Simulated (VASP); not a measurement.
Crystal: TiN.

```
Ti N
1.0
     0.00000    2.12000    2.12000
     2.12000    0.00000    2.12000
     2.12000    2.12000    0.00000
Ti N
1 1
Direct
  0.00000 0.00000 0.00000
  0.50000 0.50000 0.50000
```

The cell was built by a generator and needn't be a form met in nature.

```yaml
Program: VASP 6.6.1
Task: relaxation of cell and atoms
Functional: RPBE
Potentials_or_basis: VASP PAW PBE potentials, release 64 (Ti_sv, N)
Cutoff: 600 eV
k_mesh: 16 × 16 × 16
Occupations: methfessel-paxton, width 0.2 eV
Spin: no spin polarisation
```

At the start: pressure 7.0 GPa; volume 9.53 Å³/atom.

Where does the relaxation end?

Over 3 steps the energy falls by 5.2 meV/atom and the volume is 9.78 Å³/atom (+2.6 %); space group Fm-3m (No. 225, to 0.05 Å).

Step by step:
```tsv
step	energy change (eV)	largest force (eV/Å)	pressure (GPa)	volume (Å³)
1	0.0000	0.0000	6.97	19.06
2	0.0073	0.0000	-8.15	20.22
3	-0.0105	0.0000	-0.02	19.55
```

Final structure:
```xyz
2
Lattice="0.0000 2.1382 2.1382 2.1382 0.0000 2.1382 2.1382 2.1382 0.0000" Properties=species:S:1:pos:R:3 pbc="T T T"
Ti    0.0000    0.0000    0.0000
N     2.1382    2.1382    2.1382
```

Caveat: the PAW data sets were made with another functional, which shifts forces and pressure a little.
